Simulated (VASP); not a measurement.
Output of a VASP run:

**OSZICAR**
```
       N       E                     dE             d eps       ncg     rms          rms(c)
DAV:   1     0.105444592290E+03    0.10544E+03   -0.10215E+04    24   0.130E+03
DAV:   2    -0.380716672814E+01   -0.10925E+03   -0.10757E+03    24   0.295E+02
DAV:   3    -0.684866928274E+01   -0.30415E+01   -0.28886E+01    48   0.401E+01
DAV:   4    -0.690298740516E+01   -0.54318E-01   -0.52484E-01    24   0.334E+00
DAV:   5    -0.694218282960E+01   -0.39195E-01   -0.12480E-01    48   0.261E-01    0.130E+01
DAV:   6    -0.675962464275E+01    0.18256E+00   -0.45053E-01    24   0.333E+00    0.694E+00
DAV:   7    -0.686790021111E+01   -0.10828E+00   -0.54926E-01    24   0.609E+00    0.572E+00
DAV:   8    -0.673723330872E+01    0.13067E+00   -0.11613E-01    24   0.242E+00    0.197E+00
DAV:   9    -0.670225867638E+01    0.34975E-01   -0.99223E-02    24   0.212E+00    0.170E+00
DAV:  10    -0.669360577391E+01    0.86529E-02   -0.24403E-02    24   0.988E-01    0.890E-01
DAV:  11    -0.668562524867E+01    0.79805E-02   -0.27339E-03    24   0.348E-01    0.299E-01
DAV:  12    -0.668495281403E+01    0.67243E-03   -0.43213E-04    24   0.127E-01    0.166E-02
DAV:  13    -0.668495906187E+01   -0.62478E-05   -0.80696E-06    32   0.210E-02    0.184E-02
DAV:  14    -0.668495660702E+01    0.24549E-05   -0.12964E-06    16   0.641E-03    0.156E-03
DAV:  15    -0.668495667714E+01   -0.70124E-07   -0.16324E-07    12   0.287E-03
   1 F= -.66849567E+01 E0= -.64610557E+01  d E =-.447802E+00
```

File OUTCAR:
```
------------------------ aborting loop because EDIFF is reached ----------------------------------------
  FORCE on cell =-STRESS in cart. coord.  units (eV):
  Direction    XX          YY          ZZ          XY          YZ          ZX
  --------------------------------------------------------------------------------------
  Total        2.2877629      2.2877629      2.2877629      0.0000000      0.0000000      0.0000000
  in kB      135.3303792    135.3303792    135.3303792      0.0000000      0.0000000      0.0000000
  external PRESSURE =     135.3303792 kB  Pullay stress =       0.0000000 kB
  volume of cell :       27.08
      direct lattice vectors                 reciprocal lattice vectors
     0.000000000  2.383593000  2.383593000    -0.209767355  0.209767355  0.209767355
     2.383593000  0.000000000  2.383593000     0.209767355 -0.209767355  0.209767355
     2.383593000  2.383593000  0.000000000     0.209767355  0.209767355 -0.209767355
 POSITION                                       TOTAL-FORCE (eV/Angst)
 -----------------------------------------------------------------------------------
      0.00000      0.00000      0.00000         0.000000      0.000000     -0.000000
      2.38359      2.38359      2.38359        -0.000000     -0.000000      0.000000
 -----------------------------------------------------------------------------------
    total drift:                               -0.000000     -0.000000      0.000000
  FREE ENERGIE OF THE ION-ELECTRON SYSTEM (eV)
  ---------------------------------------------------
  free  energy   TOTEN  =        -6.6849566771 eV

  energy  without entropy=       -6.2371548120  energy(sigma->0) =       -6.46105574
```
(Selected blocks of OUTCAR.)

POSCAR:
```
BW
1
    0.0000000000     2.3835930000     2.3835930000
    2.3835930000     0.0000000000     2.3835930000
    2.3835930000     2.3835930000     0.0000000000
B W
1 1
Direct
  0.0000000000   0.0000000000   0.0000000000
  0.5000000000   0.5000000000   0.5000000000
```

Question: Reconstruct the remaining input files.

Answer: This is not unique; one that fits is the input of the run itself, PBE GGA, plane waves, VASP's PBE PAW potentials (set 64).

**INCAR**
```
# general
SYSTEM  = BW
PREC    = Accurate
ENCUT   = 400
LREAL   = .FALSE.
LASPH   = .TRUE.

# electronic loop
EDIFF   = 1E-6
NELM    = 100
ALGO    = Normal
LMAXMIX = 6

# smearing
ISMEAR  = -1
SIGMA   = 0.1

# functional
GGA     = PE

# ions
ISIF    = 2

# output
LWAVE   = .FALSE.
LCHARG  = .FALSE.
```

### KPOINTS
```
Automatic mesh
0
Gamma
1 1 1
0 0 0
```

POTCAR, in this order: B W_sv (PBE.64 set). Program: vasp_std.

At this cut-off the stress carries a Pulay error, which pulls relaxed volumes low.

The structure was generated: BW was put into an ordered model structure, which need not be its known phase. The cell was not relaxed at this level. The k-mesh is coarse (spacing up to 2.28 per Å, 2π included), so the numbers may not be converged in it. The run is one of a series of settings (KPOINTS 1×1×1 Γ-centred mesh against the base run), some of them coarse on purpose. The electron count is odd and the run is not spin-polarised, which forces a metal.
